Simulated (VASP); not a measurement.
Level of theory: PBE GGA with D4 dispersion, VASP's PBE PAW potentials (set 64) (plane waves; VASP 6.6.1).

The input files of a VASP run:

### INCAR
```
# general
SYSTEM  = CoAl
PREC    = Accurate
ENCUT   = 520
LREAL   = .FALSE.
LASPH   = .TRUE.

# electronic loop
EDIFF   = 1E-7
NELM    = 100
ALGO    = Normal
LMAXMIX = 4

# smearing
ISMEAR  = 1
SIGMA   = 0.1

# functional
GGA     = PE
IVDW    = 13

# ions
ISIF    = 2

# output
LWAVE   = .FALSE.
LCHARG  = .FALSE.
```

**POSCAR**
```
CoAl
1.0
  2.7933160655   0.0000000000   0.0000000000
  0.0000000000   2.7933160655   0.0000000000
  0.0000000000   0.0000000000   2.7933160655
Al Co
1 1
Cart
  1.3966580328   1.3966580328   1.3966580328
  0.0000000000   0.0000000000   0.0000000000
```

**KPOINTS**
```
Automatic
0
Gamma
 13 13 13
```

POTCAR, in this order: Al Co (PBE.64 set). Program: vasp_std.

**Question.** What will the output report for the number of irreducible k-points (NKPTS), largest plane-wave count, number of space-group operations, FFT grid (NGX, NGY, NGZ)?

**Answer.** 
The number of irreducible k-points (NKPTS) is 84. The largest plane-wave count is 606 and the number of space-group operations is 48. The FFT grid (NGX, NGY, NGZ) is 24 × 24 × 24.

The compound is CoAl in the CsCl type structure. This cell is one point of a volume scan, at 0.97 of the reference volume. The run is not spin-polarised, so no magnetic state was tried.
